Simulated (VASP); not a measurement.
```
TaSi
1.0
    3.15352     0.00000     0.00000
    0.00000     3.15352     0.00000
    0.00000     0.00000     3.15352
Ta Si
1 1
Direct
  0.00000   0.00000   0.00000
  0.50000   0.50000   0.50000
```

Computed with PBE GGA, VASP's PBE PAW potentials (set 64) (plane waves; VASP 6.6.1). Run with 400 eV cut-off, Gaussian smearing of 0.050 eV, potentials Ta_pv Si.

**Question.** Give the energies of bands 4 to 10 at the high-symmetry points, in eV from the Fermi level.

**Answer.** 
```
band       Γ      X      M      R
----  ------  -----  -----  -----
4     -11.87  -8.30  -8.20  -5.28
5      -2.75  -7.25  -3.26  -5.28
6      -2.75  -1.49  -3.26  -5.28
7       2.27  -1.04  -2.90  -3.96
8       2.27  -1.04   0.53   3.31
9       2.27   3.38   0.53   3.31
10      2.80   4.85   4.70   3.31
```

It has no gap at this level: it comes out as a metal or semimetal.

The structure was generated: TaSi was put into the CsCl type type (Pm-3m), which need not be its known phase. It was relaxed first, which changed the volume by -36 %. The electron count is odd and the run is not spin-polarised, which forces a metal.
